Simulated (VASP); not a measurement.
Crystal: CdBr.

```xyz
2
Lattice="3.3632 0.0000 0.0000 0.0000 3.3632 0.0000 0.0000 0.0000 4.8437" Properties=species:S:1:pos:R:3 pbc="T T T"
Cd    0.0000    0.0000    0.0000
Br    1.6816    1.6816    2.4219
```

The cell was built by a generator and needn't be a form met in nature.

| Property | Result |
| --- | --- |
| Program | VASP 6.6.1 |
| Task | relaxation of cell and atoms |
| Functional | rSCAN |
| Potentials or basis | VASP PAW PBE potentials, release 64 (Cd, Br) |
| Cutoff | 600 eV |
| k mesh | 8 × 8 × 6 |
| Occupations | gaussian, width 0.05 eV |
| Spin | no spin polarisation |

At the start: pressure -1.1 GPa; volume 27.39 Å³/atom.

**Question.** How do energy, volume and symmetry change on relaxing?

**Answer.** Over 12 steps the energy falls by 204.1 meV/atom and the volume is 25.74 Å³/atom (-6.0 %); space group P4/mmm (No. 123, to 0.05 Å).

Step by step:
| step | energy change (eV) | largest force (eV/Å) | pressure (GPa) | volume (Å³) |
| --- | --- | --- | --- | --- |
| 1 | 0.0000 | 0.0000 | -1.14 | 54.79 |
| 2 | -0.1914 | 0.0000 | -0.42 | 53.11 |
| 3 | -0.2682 | 0.0000 | 0.37 | 51.81 |
| 4 | -0.3786 | 0.0000 | 2.14 | 48.82 |
| 5 | 0.3857 | 0.0000 | 18.46 | 41.17 |
| 6 | -0.3809 | 0.0000 | 2.53 | 48.39 |
| 7 | -0.4071 | 0.0000 | -0.32 | 52.00 |
| 8 | -0.4081 | 0.0000 | 0.08 | 51.37 |
| 9 | -0.4081 | 0.0000 | 0.04 | 51.43 |
| 10 | -0.4082 | 0.0000 | -0.01 | 51.50 |
| 11 | -0.4082 | 0.0000 | -0.03 | 51.53 |
| 12 | -0.4082 | 0.0000 | 0.00 | 51.48 |

Final structure:
```cif
data_structure
_symmetry_space_group_name_H-M 'P 1'
_symmetry_Int_Tables_number 1
_cell_length_a 3.6945
_cell_length_b 3.6945
_cell_length_c 3.7719
_cell_angle_alpha 90.000
_cell_angle_beta 90.000
_cell_angle_gamma 90.000
_cell_volume 51.48
loop_
_atom_site_label
_atom_site_type_symbol
_atom_site_fract_x
_atom_site_fract_y
_atom_site_fract_z
_atom_site_occupancy
Cd1 Cd 0.00000 0.00000 0.00000 1
Br1 Br 0.50000 0.50000 0.50000 1
```

Caveat: the PAW data sets were made with another functional, which shifts forces and pressure a little; an odd number of electrons without spin polarisation forces a metal; a magnetic or distorted state may lie lower.
